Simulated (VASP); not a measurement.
Computed with r2SCAN meta-GGA, VASP's PBE PAW potentials (set 64) (plane waves; VASP).

The input files of a VASP run:

**INCAR**
```
SYSTEM = TiO
PREC = Accurate
ENCUT = 520
EDIFF = 1E-6
NELM = 100
ALGO = Normal
LREAL = .FALSE.
LASPH = .TRUE.
ISMEAR = 1
SIGMA = 0.1
METAGGA = R2SCAN
LMIXTAU = .TRUE.
LMAXMIX = 4
LWAVE = .FALSE.
LCHARG = .FALSE.
IBRION = 2
ISIF = 3
NSW = 60
EDIFFG = -0.01
```

### KPOINTS
```
Automatic mesh
0
Gamma
12 12 12
0 0 0
```

**POSCAR**
```
TiO
1.0
  2.6296657914   0.0000000000   0.0000000000
  0.0000000000   2.6296657914   0.0000000000
  0.0000000000   0.0000000000   2.6296657914
Ti O
1 1
direct
  1.0000000000   0.0000000000   1.0000000000
  0.5000000000   0.5000000000   0.5000000000
```

POTCAR, in this order: Ti_sv O (PBE.64 set). Program: vasp_std.

Problem. Predict the energy per atom (σ→0), band gap (on the k-mesh).

Solution. 
```yaml
energy per atom (σ→0): -11719 meV/atom
band gap (on the k-mesh): none (metal, semimetal or under 0.01 eV)
```

### OSZICAR
```
...
DAV:  10    -0.234470894011E+02    0.29769E-02   -0.10780E-01  2913   0.444E+00    0.316E-01
DAV:  11    -0.234371784716E+02    0.99109E-02   -0.29707E-02  2686   0.241E+00    0.153E-01
DAV:  12    -0.234375034961E+02   -0.32502E-03   -0.33505E-03  2691   0.644E-01    0.467E-02
DAV:  13    -0.234376715973E+02   -0.16810E-03   -0.80299E-04  2948   0.236E-01    0.964E-02
DAV:  14    -0.234375715470E+02    0.10005E-03   -0.25433E-04  2504   0.148E-01    0.429E-02
DAV:  15    -0.234375824103E+02   -0.10863E-04   -0.75049E-05  2628   0.106E-01    0.992E-03
DAV:  16    -0.234375833116E+02   -0.90133E-06   -0.58288E-06  2625   0.252E-02
   1 F= -.23437583E+02 E0= -.23437775E+02  d E =-.234376E+02
```

The structure was generated: TiO was put into the CsCl type type (Pm-3m), which need not be its known phase. It was relaxed first, which changed the volume by -28 %. The start is the result of an earlier pass.
